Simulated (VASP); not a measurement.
An input for Quantum ESPRESSO's pw.x (written as the equivalent of a VASP run, and not itself run):

```
&CONTROL
  calculation = 'vc-relax'
  pseudo_dir = './pseudo'
  outdir = './out'
  tprnfor = .true.
  tstress = .true.
  nstep = 60
  forc_conv_thr = 0.00039
/
&SYSTEM
  ibrav = 0
  nat = 2
  ntyp = 2
  ecutwfc = 84
  occupations = 'smearing'
  smearing = 'gaussian'
  degauss = 0.003675
  input_dft = 'pbesol'
/
&ELECTRONS
  conv_thr = 7.3e-08
  electron_maxstep = 100
/
&IONS
/
&CELL
/
ATOMIC_SPECIES
  In 114.818 In.upf
  As 74.922 As.upf
CELL_PARAMETERS angstrom
     3.3930000    0.0000000    0.0000000
     0.0000000    3.3930000    0.0000000
     0.0000000    0.0000000    3.3930000
ATOMIC_POSITIONS crystal
  In   0.0000000  0.0000000  0.0000000
  As   0.5000000  0.5000000  0.5000000
K_POINTS automatic
  7 7 7 0 0 0
```

### Question
Translate this input to VASP (INCAR, KPOINTS, POSCAR, choice of POTCAR).

### Answer
One answer among several that fit: 
### POSCAR
```
InAs
1
    3.3930000000     0.0000000000     0.0000000000
    0.0000000000     3.3930000000     0.0000000000
    0.0000000000     0.0000000000     3.3930000000
In As
1 1
Direct
  0.0000000000   0.0000000000   0.0000000000
  0.5000000000   0.5000000000   0.5000000000
```

**INCAR**
```
SYSTEM = InAs
PREC = Accurate
ENCUT = 400
EDIFF = 1E-6
NELM = 100
ALGO = Normal
LREAL = .FALSE.
LASPH = .TRUE.
ISMEAR = 0
SIGMA = 0.05
GGA = PS
LMAXMIX = 4
LWAVE = .FALSE.
LCHARG = .FALSE.
IBRION = 2
ISIF = 3
NSW = 60
EDIFFG = -0.01
```

File KPOINTS:
```
Automatic mesh
0
G
7 7 7
```

POTCAR, in this order: In_d As (PBE.64 set). Program: vasp_std.

What does not carry over: the potentials are each code's own (VASP's PAW set, PseudoDojo norm-conserving files in pw.x), so ENCUT and ecutwfc are chosen apart and not converted; conv_thr bounds pw.x's estimated SCF error, while EDIFF bounds the energy change between steps; forc_conv_thr acts on force components and is met together with etot_conv_thr.

The structure was generated: InAs was put into the CsCl type type (Pm-3m), which need not be its known phase. This run relaxes it. Symmetry was kept, so distortions that lower it aren't found.
